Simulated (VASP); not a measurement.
An input for Ansatz (written as the equivalent of a VASP run, and not itself run):

Ansatz 0.2 input:
```yaml
crystal:
  lattice:
    - [2.7230030, 0.0000000, 0.0000000]
    - [-1.3615020, 2.3581900, 0.0000000]
    - [0.0000000, 0.0000000, 8.7612800]
  atoms:
    - { symbol: Os, position: [-0.0128760, -0.0135480, -0.0002550] }
    - { symbol: Os, position: [0.0344390, 0.0169210, 0.4971350] }
    - { symbol: Os, position: [0.3516310, 0.6785570, 0.2526080] }
    - { symbol: Os, position: [0.6268060, 0.3180700, 0.7505120] }
kpoints:
  mp_grid: { grid: [4, 4, 4], shift: [0.5, 0.5, 0.5] }
hamiltonian:
  xc: pbe
  pseudopotentials: { kind: paw }
scf:
  occupations: { method: methfessel_paxton, width: 0.5 }
  max_iter: 100
output: { forces: true, stress: true, eigenvalues: true }
```

Translate this input to VASP (INCAR, KPOINTS, POSCAR, choice of POTCAR).

This is not unique; one that fits is 
KPOINTS:
```
Automatic mesh
0
Gamma
4 4 4
0.5 0.5 0.5
```

### POSCAR
```
Os
8.761280
  0.3107996777   0.0000000000   0.0000000000
 -0.1553998959   0.2691604423   0.0000000000
  0.0000000000   0.0000000000   1.0000000000
Os
4
direct
 -0.0128760000  -0.0135480000  -0.0002550000
  0.0344390000   0.0169210000   0.4971350000
  0.3516310000   0.6785570000   0.2526080000
  0.6268060000   0.3180700000   0.7505120000
```

**INCAR**
```
SYSTEM = Os
PREC = Accurate; ENCUT = 210; LREAL = F
LASPH = T
EDIFF = 1E-6; NELM = 100; ALGO = Normal
LMAXMIX = 6
ISMEAR = 1; SIGMA = 0.5
GGA = PE
ISIF = 2
LWAVE = F; LCHARG = F
```

POTCAR, in this order: Os (PBE.64 set). Program: vasp_std.

Limits of the translation: each code has its own PAW files, so the cut-off isn't converted (ENCUT is set for VASP's; basis.ecutwfc is left out, and Ansatz then takes the one that its files recommend); Ansatz stops its SCF on the density residual and VASP on the energy change (EDIFF).

The structure was generated: Os was put into an ordered model structure, which need not be its known phase. The cell was not relaxed at this level, atoms are displaced from their ideal sites. The k-mesh is coarse (spacing up to 0.67 per Å, 2π included), so the numbers may not be converged in it. The run is one of a series of settings (ENCUT = 210, ISMEAR = 1, SIGMA = 0.5, KPOINTS 4×4×4 Γ-centred mesh shifted by (0.5, 0.5, 0.5) against the base run), some of them coarse on purpose.
